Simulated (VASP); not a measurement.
```
CELL_PARAMETERS angstrom
      0.00000     3.30804     3.30804
      3.30804     0.00000     3.30804
      3.30804     3.30804     0.00000
ATOMIC_POSITIONS crystal
  K  0.00000 0.00000 0.00000
  Br 0.50000 0.50000 0.50000
```

Computed with PBE GGA with D4 dispersion, VASP's PBE PAW potentials (set 64) (plane waves; VASP). Run with 520 eV cut-off, Gaussian smearing of 0.050 eV, potentials K_sv Br.

### Question
Predict the band gap (along the path) with the smallest direct gap where there is one.

### Answer

```json
{
  "band gap (along the path)": "4.41 eV",
  "smallest direct gap (along the path)": "4.41 eV"
}
```

Only differences to runs with the same potentials and settings are physical.

The compound is KBr in the rock salt structure. It was relaxed first.
